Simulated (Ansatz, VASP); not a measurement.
# One calculation of Sn2Bi3O3, two programs

```
Sn Bi O
1.0
     4.46942    0.00000    0.00000
     0.00000    4.46942    0.00000
     0.00000    0.00000    9.06897
Sn Bi O
2 3 3
Direct
  0.00000 0.00000 0.16265
  0.00000 0.00000 0.83735
  0.50000 0.50000 0.76141
  0.50000 0.50000 0.23859
  0.00000 0.00000 0.50000
  0.00000 0.50000 0.50000
  0.50000 0.00000 0.50000
  0.50000 0.50000 0.00000
```

Alike in both runs: functional PBE; k mesh 3 × 3 × 2; occupations gaussian, width 0.2 eV; no spin polarisation.

Ansatz relaxed the structure, and its values are those at the end. VASP's run is a single point on that final structure, the one shown.

|  | VASP | Ansatz |
| --- | --- | --- |
| version | VASP 6.6.1 | Ansatz 0.2.0 |
| potentials or method | VASP PAW PBE potentials, release 64 (Sn_d, Bi_d, O) | scalar-relativistic, plane waves, PAW |
| plane-wave cutoff (eV) | 520 | 420 |
| valence electrons in the cell | 91 | 91 |

VASP gave:

- gap on the k mesh at the Fermi level (eV): none
- pressure (GPa): 0.0
- rms of the force components (eV/Å): 0.007

Question: What did Ansatz give for the same quantities?

Answer: gap on the k mesh at the Fermi level (eV): none; pressure (GPa): 0.0; rms of the force components (eV/Å): 0.008.

A gap of «none» marks a metal or a gap that the smearing closes.

Caveats: the k mesh is coarse (spacing up to 0.47 Å⁻¹), so the values aren't converged; spin-orbit coupling is left out, which moves the levels of the heavy elements; an odd number of electrons without spin polarisation forces a metal; a magnetic or distorted state may lie lower.
